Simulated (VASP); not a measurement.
Ba2NaBeO6: single point with PBE

Crystal: Ba2NaBeO6.

```xyz
10
Lattice="0.0000 4.0960 4.0960 4.0960 0.0000 4.0960 4.0960 4.0960 0.0000" Properties=species:S:1:pos:R:3 pbc="T T T"
Na    4.0960    4.0960    4.0960
Ba    2.0480    2.0480    2.0480
Ba    6.1441    6.1441    6.1441
Be    0.0000    0.0000    0.0000
O     1.8350    4.0960    4.0960
O     4.0960    1.8350    4.0960
O     6.3571    4.0960    4.0960
O     4.0960    6.3571    4.0960
O     4.0960    4.0960    1.8350
O     4.0960    4.0960    6.3571
```

The cell was built by a generator and needn't be a form met in nature.

* Program: VASP 6.6.1
* Task: single point
* Functional: PBE
* Potentials or basis: VASP PAW PBE potentials, release 64 (Na_pv, Ba_sv, Be, O)
* Cutoff: 520 eV
* k mesh: 4 × 4 × 4
* Occupations: fermi-dirac, width 0.1 eV
* Spin: no spin polarisation

```yaml
Pressure: -0.8 GPa
Largest_force: 0.561 eV/Å
Band_gap_on_the_k_mesh: none (metal or under the smearing width)
```

Forces on the atoms (eV/Å):
```
Na   0.000  0.000  0.000
Ba   0.000  0.000  0.000
Ba   0.000  0.000  0.000
Be   0.000  0.000  0.000
O   -0.561  0.000  0.000
O    0.000 -0.561  0.000
O    0.561  0.000  0.000
O    0.000  0.561  0.000
O    0.000  0.000 -0.561
O    0.000  0.000  0.561
```

Levels at points of the mesh, in eV from the Fermi level:
| k point | band 29 | band 30 | band 31 | band 32 | band 33 | band 34 | band 35 | band 36 |
| --- | --- | --- | --- | --- | --- | --- | --- | --- |
| (0.00, 0.00, 0.00) | -0.10 | 0.19 | 0.19 | 0.19 | 0.34 | 0.34 | 0.34 | 5.34 |
| (0.50, 0.00, 0.00) | -0.63 | -0.41 | 0.01 | 0.01 | 0.07 | 0.19 | 0.19 | 7.20 |
| (0.50, 0.50, 0.00) | -0.66 | -0.37 | -0.37 | -0.18 | -0.18 | -0.09 | 0.26 | 6.93 |

It took 99 s on 1 thread of Intel(R) Xeon(R) Platinum 8488C (Sapphire Rapids) (shared host), peak memory 0.34 GiB.

Caveat: an odd number of electrons without spin polarisation forces a metal; a magnetic or distorted state may lie lower. The run has no spin-orbit coupling, so splittings on Ba are missing.
